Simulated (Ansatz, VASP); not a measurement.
# Cross-check of Ge4H between VASP and Ansatz

One calculation is typed for both programs; each brings its own data sets. How far apart do they land? The cell is taken from a series of runs on this material, whose earlier steps may have relaxed, scaled, displaced or heated it; both programs get it as it stands.

Program: Ansatz 0.2.0. Level of theory: plane waves, with VASP 6.6.1 beside it; single point at PBEsol, spin-orbit coupling. Results are calculated unless marked as measured.

## (1) The structure

The cell holds 10 atoms: 8 Ge and 2 H. Its edges and angles: a = 4.001 Å, b = 4.001 Å, c = 50.500 Å, α = 90.0°, β = 90.0°, γ = 120.0°. It derives from Ge. Vacuum lies along c.

## (2) VASP: single point, PBEsol, spin-orbit coupling

A single point gives forces, pressure and levels at one fixed geometry, so differences don't come from the geometry; what else differs is listed under the comparison.

Lines of VASP's logs that name or quote its potential files are left out, and so is its time.

Contents of INCAR:

```
SYSTEM = Ge4H
PREC = Accurate
ENCUT = 410
EDIFF = 1E-06
NELM = 200
ISMEAR = -1
SIGMA = 0.02
LREAL = .FALSE.
ALGO = Normal
GGA = PS
LNONCOLLINEAR = .TRUE.
MAGMOM = 0 0 0 0 0 0 0 0 0 0 0 0 0 0 0 0 0 0 0 0 0 0 0 0 0 0 0 0 0 0
NBANDS = 140
GGA_COMPAT = .FALSE.
LASPH = .TRUE.
LSORBIT = .TRUE.
LORBIT = 11
LWAVE = .FALSE.
LCHARG = .FALSE.
ISIF = 2
LDIPOL = .TRUE.
IDIPOL = 3
DIPOL = 0.5 0.5 0.5
LVHAR = .TRUE.
EFERMI = MIDGAP
NELMDL = -8
KPAR = 2
```

Contents of POSCAR:

```
Ge4H
1.0
    4.0008101680      0.0000000000      0.0000000000
   -2.0004050840      3.4648032412      0.0000000000
    0.0000000000      0.0000000000     50.5000000000
Ge H
8 2
Direct
    0.3333333334      0.6666666667      0.3956564849
    0.0000000000      0.0000000001      0.4111404981
    0.0000000000      0.0000000001      0.4595415556
    0.6666666667      0.3333333334      0.4757361296
    0.6666666667      0.3333333334      0.5242638704
    0.3333333334      0.6666666667      0.5404584444
    0.3333333334      0.6666666667      0.5888595019
    0.0000000000      0.0000000001      0.6043435151
    0.3333333334      0.6666666667      0.3649077400
    0.0000000000      0.0000000001      0.6350922600
```

Contents of KPOINTS:

```
Automatic mesh
0
Gamma
6 6 1
0 0 0
```

PAW data sets: Ge_d and H (PBE family, release 64).

Command:

```console
mpirun -np 2 vasp_ncl
```

Numbers of over 12 decimals in the logs are rounded to 6 here.

Log:

```text
[banner, memory and clock lines left out]
running    2 mpi-ranks, on    1 nodes
 distrk:  each k-point on    1 cores,    2 groups
 distr:  one band on    1 cores,    1 groups

 POSCAR found type information on POSCAR GeH
 POSCAR found :  2 types and      10 ions
|                                                                             |
|               ----> ADVICE to this user running VASP <----                  |
|                                                                             |
|     You enforced a specific xc type in the INCAR file but a different       |
|     [... a line on the potential file left out ...]
|     I HOPE YOU KNOW WHAT YOU ARE DOING!                                     |
|                                                                             |

 LDA part: xc-table for (Slater+PW92), standard interpolation
|                                                                             |
|           W    W    AA    RRRRR   N    N  II  N    N   GGGG   !!!           |
|           W    W   A  A   R    R  NN   N  II  NN   N  G    G  !!!           |
|           W    W  A    A  R    R  N N  N  II  N N  N  G       !!!           |
|           W WW W  AAAAAA  RRRRR   N  N N  II  N  N N  G  GGG   !            |
|           WW  WW  A    A  R   R   N   NN  II  N   NN  G    G                |
|           W    W  A    A  R    R  N    N  II  N    N   GGGG   !!!           |
|                                                                             |
|     One of the lattice vectors is very long (>50 A), but AMIN is rather     |
|     large. This can spoil convergence since charge sloshing might occur     |
|     along the long lattice vector. If problems with convergence are         |
|     observed, try to decrease AMIN to a smaller value (e.g. 0.01).          |
|     Note: This warning only applies if the self-consistency cycle is        |
|     used.                                                                   |
|                                                                             |

 POSCAR, INCAR and KPOINTS ok, starting setup
 FFT: planning ... GRIDC
 FFT: planning ... GRID_SOFT
 FFT: planning ... GRID
 WAVECAR not read
 entering main loop
       N       E                     dE             d eps       ncg     rms          rms(c)
DAV:   1     0.112742307021E+04    0.11274E+04   -0.51331E+04  2344   0.219E+03
DAV:   2     0.151899288978E+03   -0.97552E+03   -0.94271E+03  2560   0.528E+02
DAV:   3    -0.310227317571E+02   -0.18292E+03   -0.17877E+03  2748   0.211E+02
DAV:   4    -0.459129161078E+02   -0.14890E+02   -0.14772E+02  2248   0.674E+01
DAV:   5    -0.465611126441E+02   -0.64820E+00   -0.64703E+00  2792   0.143E+01
DAV:   6    -0.465771856990E+02   -0.16073E-01   -0.16067E-01  2512   0.202E+00
DAV:   7    -0.465778839451E+02   -0.69825E-03   -0.69821E-03  2824   0.426E-01
DAV:   8    -0.465779110408E+02   -0.27096E-04   -0.27095E-04  2896   0.722E-02    0.765E+00
DAV:   9    -0.458336570068E+02    0.74425E+00   -0.23308E-01  2240   0.447E+00    0.441E+00
DAV:  10    -0.454839242525E+02    0.34973E+00   -0.82178E-01  2184   0.805E+00    0.724E-01
DAV:  11    -0.454891792196E+02   -0.52550E-02   -0.12132E-01  2280   0.420E+00    0.451E-01
DAV:  12    -0.454875230292E+02    0.16562E-02   -0.17837E-02  2428   0.122E+00    0.261E-01
DAV:  13    -0.454879009037E+02   -0.37787E-03   -0.74361E-03  2152   0.181E+00    0.111E-01
DAV:  14    -0.454880939535E+02   -0.19305E-03   -0.25708E-03  2308   0.115E+00    0.492E-02
[...]
DAV:  23    -0.454889048725E+02   -0.58405E-04   -0.68211E-06  2504   0.394E-02    0.223E-03
DAV:  24    -0.454889305210E+02   -0.25648E-04   -0.38448E-06  2168   0.532E-02    0.878E-04
DAV:  25    -0.454889543649E+02   -0.23844E-04   -0.12792E-06  1520   0.165E-02    0.765E-04
DAV:  26    -0.454889682939E+02   -0.13929E-04   -0.79657E-07  1468   0.827E-03    0.448E-04
DAV:  27    -0.454889769426E+02   -0.86487E-05   -0.32021E-07  1396   0.110E-02    0.418E-04
DAV:  28    -0.454889809997E+02   -0.40571E-05   -0.17275E-07  1404   0.495E-03    0.247E-04
DAV:  29    -0.454889834642E+02   -0.24645E-05   -0.13024E-07  1364   0.333E-03    0.195E-04
DAV:  30    -0.454889841871E+02   -0.72298E-06   -0.95803E-08  1368   0.504E-03
   1 F= -.45488984E+02 E0= -.45488976E+02  d E =-.170752E-04  mag=     0.0000    -0.0000     0.0000
```

Parts of OUTCAR (step 2):

```text
ion  position               nearest neighbor table
   1  0.333  0.667  0.396-   9 1.55   2 2.44   2 2.44   2 2.44
   2  0.000  0.000  0.411-   1 2.44   1 2.44   1 2.44   3 2.44
   3  0.000  0.000  0.460-   2 2.44   4 2.45   4 2.45   4 2.45
   4  0.667  0.333  0.476-   3 2.45   3 2.45   3 2.45   5 2.45
   5  0.667  0.333  0.524-   6 2.45   6 2.45   6 2.45   4 2.45
   6  0.333  0.667  0.540-   7 2.44   5 2.45   5 2.45   5 2.45
   7  0.333  0.667  0.589-   8 2.44   8 2.44   8 2.44   6 2.44
   8  0.000  0.000  0.604-  10 1.55   7 2.44   7 2.44   7 2.44
   9  0.333  0.667  0.365-   1 1.55
  10  0.000  0.000  0.635-   8 1.55

  LATTYP: Found a hexagonal cell.
 ALAT       =     4.0008101680
 C/A-ratio  =    12.6224434251

 Subroutine GETGRP returns: Found 12 space group operations
 (whereof  6 operations were pure point group operations)

The static configuration has the point symmetry C_3v.
 The point group associated with its full space group is D_3d.

 Found      7 irreducible k-points:

   k-points           NKPTS =      7   k-points in BZ     NKDIM =      7   number of bands    NBANDS=    140

   dimension x,y,z NGX =    28 NGY =   28 NGZ =  336
   dimension x,y,z NGXF=    56 NGYF=   56 NGZF=  672

   ENCUT  =  410.0 eV  30.13 Ry    5.49 a.u.   6.61  6.61 83.38*2*pi/ulx,y,z

   NELECT =     114.0000    total number of electrons

 k-points in reciprocal lattice and weights: Automatic mesh
   0.00000000  0.00000000  0.00000000       0.028
   0.16666667 -0.00000000  0.00000000       0.167
   0.33333333  0.00000000  0.00000000       0.167
   0.50000000  0.00000000  0.00000000       0.083
   0.16666667  0.16666667  0.00000000       0.167
   0.33333333  0.16666667  0.00000000       0.333
   0.33333333  0.33333333  0.00000000       0.056

 dipolmoment           0.000000      0.000000     -0.000008 electrons x Angstroem

 average (electrostatic) potential at core
       1 -80.7430       2 -80.7668       3 -80.7787       4 -80.7810       5 -80.7810
       6 -80.7787       7 -80.7669       8 -80.7431       9 -38.3346      10 -38.3348

 E-fermi :  -1.7054

 k-point     1 :       0.0000    0.0000    0.0000
  band No.  band energies     occupation
    ...
    110      -2.2729      1.00000
    111      -2.0272      1.00000
    112      -2.0272      1.00000
    113      -1.8442      0.99903
    114      -1.8442      0.99903
    115      -1.5666      0.00097
    116      -1.5666      0.00097
    117      -1.3633      0.00000
    118      -1.3633      0.00000
    119      -1.1780      0.00000
    ...

 k-point     2 :       0.1667   -0.0000    0.0000
  band No.  band energies     occupation
    ...
    110      -2.9373      1.00000
    111      -2.8441      1.00000
    112      -2.8441      1.00000
    113      -2.3808      1.00000
    114      -2.3808      1.00000
    115      -0.3543      0.00000
    116      -0.3543      0.00000
    117      -0.1414      0.00000
    118      -0.1413      0.00000
    119      -0.1055      0.00000
    ...

 k-point     3 :       0.3333    0.0000    0.0000
  band No.  band energies     occupation
    ...
    110      -3.5926      1.00000
    111      -3.5115      1.00000
    112      -3.5115      1.00000
    113      -3.0791      1.00000
    114      -3.0791      1.00000
    115      -0.9290      0.00000
    116      -0.9290      0.00000
    117      -0.7926      0.00000
    118      -0.7926      0.00000
    119      -0.5184      0.00000
    ...

  Total       -0.1163043     -0.1163043     -0.6341860      0.0000000      0.0000000      0.0000000
  in kB       -0.2661879     -0.2661879     -1.4514743      0.0000000      0.0000000      0.0000000
  external PRESSURE =      -0.6612834 kB  Pullay stress =       0.0000000 kB

  energy-cutoff  :      410.00
  volume of cell :      700.03
      direct lattice vectors                 reciprocal lattice vectors
     4.000810168  0.000000000  0.000000000     0.249949375  0.144308339  0.000000000
    -2.000405084  3.464803241  0.000000000     0.000000000  0.288616678  0.000000000
     0.000000000  0.000000000 50.500000000     0.000000000  0.000000000  0.019801980

 POSITION                                       TOTAL-FORCE (eV/Angst)
 -----------------------------------------------------------------------------------
      0.00000      2.30987     19.98065        -0.000000      0.000000     -0.008931
     -0.00000      0.00000     20.76260        -0.000000      0.000000      0.003662
     -0.00000      0.00000     23.20685         0.000000     -0.000000     -0.001823
      2.00041      1.15493     24.02467        -0.000000      0.000000      0.006589
      2.00041      1.15493     26.47533         0.000000     -0.000000     -0.006589
      0.00000      2.30987     27.29315        -0.000000      0.000000      0.001823
      0.00000      2.30987     29.73740         0.000000     -0.000000     -0.003662
     -0.00000      0.00000     30.51935         0.000000     -0.000000      0.008931
      0.00000      2.30987     18.42784         0.000000     -0.000000      0.011605
     -0.00000      0.00000     32.07216         0.000000     -0.000000     -0.011605
 -----------------------------------------------------------------------------------
    total drift:                               -0.000005      0.000002     -0.000903

  FREE ENERGIE OF THE ION-ELECTRON SYSTEM (eV)
  ---------------------------------------------------
  free  energy   TOTEN  =       -45.4889841871 eV

  energy  without entropy=      -45.4889671119  energy(sigma->0) =      -45.48897565

 vacuum level on the upper side and lower side of the slab         2.382         2.382

 Spin-Orbit-Coupling matrix elements
 Ion:    1  E_soc:     -0.0179160
 Ion:    2  E_soc:     -0.0181353
 Ion:    3  E_soc:     -0.0180998
 Ion:    4  E_soc:     -0.0181468
 Ion:    5  E_soc:     -0.0181468
 Ion:    6  E_soc:     -0.0180998
 Ion:    7  E_soc:     -0.0181353
 Ion:    8  E_soc:     -0.0179160
 Ion:    9  E_soc:      0.0000001
 Ion:   10  E_soc:      0.0000001

 total charge
# of ion       s       p       d       tot
------------------------------------------
    1        1.104   1.337  10.037  12.479
    2        1.115   1.289  10.023  12.427
    3        1.120   1.270  10.024  12.414
    4        1.123   1.265  10.024  12.411
    5        1.123   1.265  10.024  12.411
    6        1.120   1.270  10.024  12.414
    7        1.115   1.289  10.023  12.427
    8        1.104   1.337  10.037  12.479
    9        0.525   0.012   0.000   0.537
   10        0.525   0.012   0.000   0.537
--------------------------------------------------
tot          9.973  10.347  80.216 100.536

 magnetization (x)
# of ion       s       p       d       tot
------------------------------------------
    1       -0.000   0.000  -0.000  -0.000
    2        0.000   0.000   0.000   0.000
    3        0.000   0.000   0.000   0.000
    4       -0.000   0.000   0.000  -0.000
    5       -0.000   0.000  -0.000  -0.000
    6        0.000   0.000   0.000   0.000
    7        0.000   0.000  -0.000  -0.000
    8        0.000   0.000  -0.000  -0.000
    9       -0.000  -0.000   0.000  -0.000
   10        0.000  -0.000   0.000   0.000
--------------------------------------------------
tot         -0.000   0.000  -0.000   0.000

 magnetization (y)
# of ion       s       p       d       tot
------------------------------------------
    1        0.000   0.000   0.000   0.000
    2        0.000   0.000   0.000   0.000
    3        0.000  -0.000   0.000  -0.000
    4        0.000   0.000   0.000   0.000
    5        0.000   0.000   0.000   0.000
    6        0.000   0.000  -0.000   0.000
    7        0.000   0.000   0.000   0.000
    8        0.000   0.000   0.000   0.000
    9        0.000   0.000   0.000   0.000
   10        0.000   0.000   0.000   0.000
--------------------------------------------------
tot          0.000   0.000   0.000   0.000

 magnetization (z)
# of ion       s       p       d       tot
------------------------------------------
    1        0.000  -0.000  -0.000  -0.000
    2        0.000   0.000   0.000   0.000
    3       -0.000   0.000   0.000   0.000
    4       -0.000  -0.000   0.000  -0.000
    5        0.000  -0.000   0.000  -0.000
    6       -0.000   0.000   0.000   0.000
    7        0.000   0.000   0.000   0.000
    8        0.000   0.000  -0.000   0.000
    9        0.000   0.000   0.000   0.000
   10        0.000   0.000   0.000   0.000
--------------------------------------------------
tot         -0.000   0.000   0.000   0.000

[... 3 further parts left out ...]
```

(Continued in part 2 of 2.)

[Lines on the potential files, build, host, timing and source positions are cut from VASP's logs without a mark.]

[Logs are printed without paths, hosts, clocks, repeated set-up lines and the standing remarks that a program may print on its own settings, such as how far it seeks lower states.]

[Hosts, paths, dates, database ids (printed as entryN), source tags and the programs' standing remarks are cut or masked in the printed files.]
